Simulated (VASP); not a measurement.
# Sr2Br3 (P-3m1) in VASP: reference runs

Aim: a first look at Sr2Br3 with PBE, on the cell as given.

Everything below comes from runs of VASP 6.6.1. Logs are shortened: lines on timing, memory, paths and dates and some standing lists are left out, and cuts for length are marked.

### Step 1. The crystal as given

Symmetry: P-3m1, No. 164, trigonal system. Conventional cell: a = 5.252 Å, b = 5.252 Å, c = 6.532 Å, α = 90.00°, β = 90.00°, γ = 120.00°. Sr (site symmetry 3m) is surrounded by 5 Br at 3.15 to 3.36 Å. Br (site symmetry 3m) has 5 Sr at 3.15 to 3.36 Å and 3 Br at 3.28 Å as nearest neighbours. Br (site symmetry -3m) is surrounded by 6 Br at 3.28 Å and 6 Sr at 3.69 Å.

The cell was built by a generator and needn't be a form met in nature.

### Step 2. Single point, PBE

INCAR reads:

```
SYSTEM = Sr2Br3
  ALGO = Normal
  EDIFF = 1E-7
  ENCUT = 520
  GGA = PE
  ISIF = 2
  ISMEAR = -1
  LASPH = .TRUE.
  LCHARG = .FALSE.
  LREAL = .FALSE.
  LWAVE = .FALSE.
  NBANDS = 28
  NELM = 80
  PREC = Accurate
  SIGMA = 0.05
```

KPOINTS reads:

```
k-points
0
G
  6 6 4
  0 0 0
```

POSCAR reads:

```
Sr2Br3
1.0
    5.2518111900      0.0000000000      0.0000000000
   -2.6259055900      4.5482019000      0.0000000000
    0.0000000000      0.0000000000      6.5317331200
Sr Br
2 3
Direct
    0.6666666700      0.3333333300      0.3216702000
    0.3333333300      0.6666666700      0.6783298000
    0.6666666700      0.3333333300      0.8065447200
    0.3333333300      0.6666666700      0.1934552800
    0.0000000000      0.0000000000      0.0000000000
```

Potentials or basis: VASP PAW PBE potentials, release 64 (Sr_sv, Br).

Run with:

```bash
> cat potpaw_PBE.64/Sr_sv/POTCAR potpaw_PBE.64/Br/POTCAR > POTCAR
> mpirun -np 1 vasp_std > vasp.out
```

OUTCAR:

```text
SYSTEM = Sr2Br3
   EDIFF = 1E-7
   ENCUT = 520
   GGA = PE
   ISIF = 2
   ISMEAR = -1
   LASPH = .TRUE.
   LREAL = .FALSE.
   NELM = 80
   PREC = Accurate

 ion  position               nearest neighbor table
   1  0.667  0.333  0.322-   4 3.15   4 3.15   4 3.15   3 3.17   3 3.36   5 3.69   5 3.69   5 3.69
                             2 3.82   2 3.82   2 3.82
   2  0.333  0.667  0.678-   3 3.15   3 3.15   3 3.15   4 3.17   4 3.36   5 3.69   5 3.69   5 3.69
                             1 3.82   1 3.82   1 3.82
   3  0.667  0.333  0.807-   2 3.15   2 3.15   2 3.15   1 3.17   1 3.36
   4  0.333  0.667  0.193-   1 3.15   1 3.15   1 3.15   2 3.17   2 3.36
   5  0.000  0.000  0.000-   1 3.69   2 3.69   2 3.69   1 3.69   1 3.69   2 3.69

  LATTYP: Found a hexagonal cell.
 ALAT       =     5.2518111900
 C/A-ratio  =     1.2437105760

  Lattice vectors:

 A1 = (   5.2518111900,   0.0000000000,   0.0000000000)
 A2 = (  -2.6259055900,   4.5482019000,   0.0000000000)
 A3 = (   0.0000000000,   0.0000000000,   6.5317331200)

Analysis of symmetry for initial positions (statically):
=====================================================================
 Subroutine PRICEL returns:
 Original cell was already a primitive cell.

 Routine SETGRP: Setting up the symmetry group for a
 hexagonal supercell.

 Subroutine GETGRP returns: Found 12 space group operations
 (whereof 12 operations were pure point group operations)
 out of a pool of 24 trial point group operations.

The static configuration has the point symmetry D_3d.

Analysis of symmetry for dynamics (positions and initial velocities):
=====================================================================
 Subroutine PRICEL returns:
 Original cell was already a primitive cell.

 Routine SETGRP: Setting up the symmetry group for a
 hexagonal supercell.

 Subroutine GETGRP returns: Found 12 space group operations
 (whereof 12 operations were pure point group operations)
 out of a pool of 24 trial point group operations.

The dynamic configuration has the point symmetry D_3d.

 Subroutine INISYM returns: Found 12 space group operations
 (whereof 12 operations are pure point group operations),
 and found     1 'primitive' translations

----------------------------------------------------------------------------------------

                                     Primitive cell

  volume of cell :     156.0189

[... 94 lines left out ...]
   LREAL  =      F    real-space projection
   EDIFFG = 0.1E-05   stopping-criterion for IOM
   NSW    =      0    number of steps for IOM
   IBRION =     -1    ionic relax: 0-MD 1-quasi-New 2-CG
   NFREE  =      0    steps in history (QN), initial steepest desc. (CG)
   ISIF   =      2    stress and relaxation
   ISYM   =      2    0-nonsym 1-usesym 2-fastsym
   POTIM  = 0.5000    time-step for ionic-motion
   TEBEG  =    0.0;   TEEND  =   0.0 temperature during run
   PSTRESS=    0.0 pullay stress
   NELECT =      41.0000    total number of electrons
   NUPDOWN=      -1.0000    fix difference up-down
   EMIN   =  10.00;   EMAX   =-10.00  energy-range for DOS
   EFERMI =   0.00;   METHOD = LEGACY
   ISMEAR =    -1;   SIGMA  =   0.05  broadening in eV -4-tet -1-fermi 0-gaus
   EFERMI_NEDOS =   21; number of points for ismear=-14 and -15
   IALGO  =     38    algorithm
   IMIX   =      4    mixing-type and parameters
     AMIX     =   0.40;   BMIX     =  1.00
     AMIX_MAG =   1.60;   BMIX_MAG =  1.00
  volume/ion in A,a.u.               =      31.20       210.57
  Fermi-wavevector in a.u.,A,eV,Ry     =   1.048601  1.981569 14.960484  1.099565
  Thomas-Fermi vector in A             =   2.183530
   LORBIT       =      0    0 simple, 1 ext, 2 COOP (PROOUT), +10 PAW based schemes
   GGA     = PE    functional components
   LHFCALC =     F    Hartree Fock is set to
   AEXX    =    0.0000 exact exchange contribution
   IVDW    =     0    specifies the selected vdW correction
   LEPSILON=     F    determine dielectric tensor
   LRPA    =     F    only Hartree local field effects (RPA)
 non-spin polarized calculation
  energy-cutoff  :      520.00
  volume of cell :      156.02
 maximum number of plane-waves:      4220
 NGX is ok and might be reduce to    40
   NGX = 19   NGY = 19   NGZ = 25

 number of electron      41.0000001 magnetization

 Free energy of the ion-electron system (eV)
  ---------------------------------------------------
  ext. energy  EPLUGINS =         0.00000000
  ---------------------------------------------------
  free energy    TOTEN  =       -15.24325233 eV

  energy without entropy =      -15.21949249  energy(sigma->0) =      -15.23137241

 E-fermi :   4.1053     XC(G=0):  -8.6793

 val. band max:        4.0955983954   @ k =   0.1667   0.1667   0.0000
 cond. band min:       4.1315226276   @ k =   0.0000   0.1667   0.2500
 fundamental gap:      0.0359242322
 Fermi energy:         4.1053034747

 k-point     1 :       0.0000    0.0000    0.0000
  band No.  band energies     occupation
      1     -33.1422      2.00000
      2     -33.1101      2.00000
      3     -15.2501      2.00000
      4     -15.1798      2.00000
      5     -15.1798      2.00000
      6     -15.1236      2.00000
[... 733 lines left out ...]
     27       7.1823      0.00000
     28       7.6044      0.00000

------------------------ aborting loop because EDIFF is reached ----------------------------------------

  FORCE on cell =-STRESS in cart. coord.  units (eV):
  Direction    XX          YY          ZZ          XY          YZ          ZX
  --------------------------------------------------------------------------------------
  -------------------------------------------------------------------------------------
  Total        3.9258069      3.9258069     -0.0598024      0.0000000      0.0000000      0.0000000
  in kB       40.3145899     40.3145898     -0.6141177      0.0000000      0.0000000      0.0000000
  external PRESSURE =      26.6716873 kB  Pullay stress =       0.0000000 kB

 VOLUME and BASIS-vectors are now :
 -----------------------------------------------------------------------------
  energy-cutoff  :      520.00
  volume of cell :      156.02
      direct lattice vectors                 reciprocal lattice vectors
     5.251811190  0.000000000  0.000000000     0.190410501  0.109933554  0.000000000
    -2.625905590  4.548201900  0.000000000     0.000000000  0.219867108  0.000000000
     0.000000000  0.000000000  6.531733120     0.000000000  0.000000000  0.153098723

 POSITION                                       TOTAL-FORCE (eV/Angst)
 -----------------------------------------------------------------------------------
      2.62591      1.51607      2.10106        -0.000000      0.000000     -1.422195
     -0.00000      3.03213      4.43067         0.000000     -0.000000      1.422195
      2.62591      1.51607      5.26813        -0.000000     -0.000000     -1.313140
     -0.00000      3.03213      1.26360         0.000000      0.000000      1.313140
      0.00000      0.00000      0.00000        -0.000000      0.000000     -0.000000
 -----------------------------------------------------------------------------------
    total drift:                                0.000000     -0.000000     -0.000000

  FREE ENERGIE OF THE ION-ELECTRON SYSTEM (eV)
  ---------------------------------------------------
  free  energy   TOTEN  =       -15.2432523319 eV

  energy  without entropy=      -15.2194924945  energy(sigma->0) =      -15.23137241
```

Run time: 1.9 min. Hardware: 1 thread of Intel Xeon Platinum 8488C (Sapphire Rapids), shared host; peak memory 0.31 GiB.

Results:

```yaml
Free_energy: -15.2433 eV
Pressure: 2.7 GPa
Largest_force: 1.422 eV/Å
Band_gap_on_the_k_mesh: none (metal or under the smearing width)
```

Forces in eV/Å, atoms in the order of the input:
```
Sr   0.000  0.000 -1.422
Sr   0.000  0.000  1.422
Br   0.000  0.000 -1.313
Br   0.000  0.000  1.313
Br   0.000  0.000  0.000
```

Levels at points of the mesh, in eV from the Fermi level:
| k point | band 17 | band 18 | band 19 | band 20 | band 21 | band 22 | band 23 | band 24 | band 25 | band 26 |
| --- | --- | --- | --- | --- | --- | --- | --- | --- | --- | --- |
| (0.00, 0.00, 0.00) | -4.85 | -3.80 | -3.03 | -3.03 | -0.78 | 0.58 | 0.58 | 2.21 | 2.21 | 2.32 |
| (0.50, 0.00, 0.00) | -4.81 | -3.45 | -2.69 | -2.53 | -0.27 | 0.88 | 1.13 | 1.22 | 2.32 | 2.64 |
| (0.00, 0.00, 0.50) | -5.47 | -3.85 | -2.94 | -2.94 | 0.47 | 1.46 | 1.46 | 1.73 | 1.73 | 2.29 |
| (0.50, 0.00, 0.50) | -4.78 | -3.43 | -2.61 | -2.58 | 0.17 | 1.11 | 1.40 | 2.10 | 2.27 | 2.55 |

Caveat: an odd number of electrons without spin polarisation forces a metal; a magnetic or distorted state may lie lower.
